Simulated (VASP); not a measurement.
Write the native input for VASP 6.6.1 that does the following.

| Quantity | Value |
| --- | --- |
| Task | relaxation of cell and atoms |
| Functional | PBE |
| Dispersion | D3(BJ) |
| Potentials or basis | VASP PAW PBE potentials, release 64 (C) |
| Cutoff | 520 eV |
| k mesh | 21 × 21 × 6 |
| Occupations | gaussian, width 0.02 eV |
| Spin | no spin polarisation |
| Further INCAR settings | ALGO = Normal; EDIFF = 1e-07; IBRION = 2; EDIFFG = -0.002; NSW = 80; ISIF = 3 |

The structure of C lies in POSCAR:

```
C
1.0
    2.4672912600      0.0000000000      0.0000000000
   -1.2336456300      2.1367369100      0.0000000000
    0.0000000000      0.0000000000      7.8030730000
C
4
Direct
    0.0000000000      0.0000000000      0.2500000000
    0.0000000000      0.0000000000      0.7500000000
    0.3333333300      0.6666666700      0.2500000000
    0.6666666700      0.3333333300      0.7500000000
```

These files were run (other wordings do the same):

INCAR

```
SYSTEM = C
PREC     = Accurate       ! precision mode
ENCUT    = 520            ! plane-wave cutoff, eV
EDIFF    = 1E-7           ! SCF threshold, eV
ISMEAR   = 0              ! smearing method
SIGMA    = 0.02           ! smearing width, eV
LREAL    = .False.        ! projectors in reciprocal space
LASPH    = .True.         ! aspherical terms in the spheres
NELM     = 60             ! most SCF steps
ALGO     = Normal         ! electronic algorithm
ISIF     = 3              ! what is computed and relaxed
LWAVE    = .False.        ! write WAVECAR
LCHARG   = .False.        ! write CHGCAR
GGA      = PE             ! functional
IVDW     = 12             ! dispersion correction
IBRION   = 2              ! ionic algorithm
NSW      = 80             ! ionic steps
EDIFFG   = -0.002         ! ionic threshold
KPAR     = 4
```

KPOINTS

```
Automatic mesh
0
Gamma
  21 21 6
  0 0 0
```

Potentials or basis: VASP PAW PBE potentials, release 64 (C).

The run is started by

```sh
$ cat potpaw_PBE.64/C/POTCAR > POTCAR
$ mpirun -np 4 vasp_std > vasp.out
```

Results of the run:

* Relaxed volume: 8.81 Å³/atom
* Relaxed cell: a = 2.466 Å, b = 2.466 Å, c = 6.690 Å, α = 90.00°, β = 90.00°, γ = 120.00°
* Space group after relaxing (to 0.05 Å): P6_3/mmc (No. 194)
* Energy gained by relaxing: 13.2 meV/atom
* Ionic steps: 23
* Pressure after relaxing: 0.0 GPa
* Band gap on the k mesh: none (metal or under the smearing width)
* Dispersion energy per atom: -0.157 eV

Run time: 2.8 min on 4 MPI ranks on Intel(R) Xeon(R) Platinum 8488C (Sapphire Rapids), with other jobs on the host, peak memory 0.22 GiB a rank.
